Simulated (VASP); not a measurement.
The system is ZnHgO2.

```xyz
4
Lattice="4.0092 0.0000 0.0000 0.0000 4.0092 0.0000 0.0000 0.0000 3.3046" Properties=species:S:1:pos:R:3 pbc="T T T"
Zn    0.0000    0.0000    0.0000
Hg    2.0046    2.0046    1.6523
O     2.0046    0.0000    0.0000
O     0.0000    2.0046    0.0000
```

The cell was built by a generator and needn't be a form met in nature.

| Property | Result |
| --- | --- |
| Program | VASP 6.6.1 |
| Task | relaxation of cell and atoms |
| Functional | RPBE |
| Potentials or basis | VASP PAW PBE potentials, release 64 (Zn, Hg, O) |
| Cutoff | 600 eV |
| k mesh | 5 × 5 × 6 |
| Occupations | fermi-dirac, width 0.05 eV |
| Spin | no spin polarisation |

At the start: pressure 5.1 GPa; volume 13.28 Å³/atom.

**Question.** How do energy, volume and symmetry change on relaxing?

**Answer.** Over 6 steps the energy falls by 9.0 meV/atom and the volume is 13.91 Å³/atom (+4.8 %); space group P4/mmm (No. 123, to 0.05 Å).

Step by step:
| step | energy change (eV) | largest force (eV/Å) | pressure (GPa) | volume (Å³) |
| --- | --- | --- | --- | --- |
| 1 | 0.0000 | 0.0000 | 5.06 | 53.12 |
| 2 | -0.0272 | 0.0000 | -1.89 | 56.41 |
| 3 | -0.0344 | 0.0000 | 0.17 | 55.33 |
| 4 | -0.0344 | 0.0000 | 0.05 | 55.37 |
| 5 | -0.0356 | 0.0000 | 0.01 | 55.49 |
| 6 | -0.0362 | 0.0000 | -0.03 | 55.65 |

Final structure:
```cif
data_structure
_symmetry_space_group_name_H-M 'P 1'
_symmetry_Int_Tables_number 1
_cell_length_a 4.0630
_cell_length_b 4.0630
_cell_length_c 3.3711
_cell_angle_alpha 90.000
_cell_angle_beta 90.000
_cell_angle_gamma 90.000
_cell_volume 55.65
loop_
_atom_site_label
_atom_site_type_symbol
_atom_site_fract_x
_atom_site_fract_y
_atom_site_fract_z
_atom_site_occupancy
Zn1 Zn 0.00000 0.00000 0.00000 1
Hg1 Hg 0.50000 0.50000 0.50000 1
O1 O 0.50000 0.00000 0.00000 1
O2 O 0.00000 0.50000 0.00000 1
```

Caveat: the PAW data sets were made with another functional, which shifts forces and pressure a little.
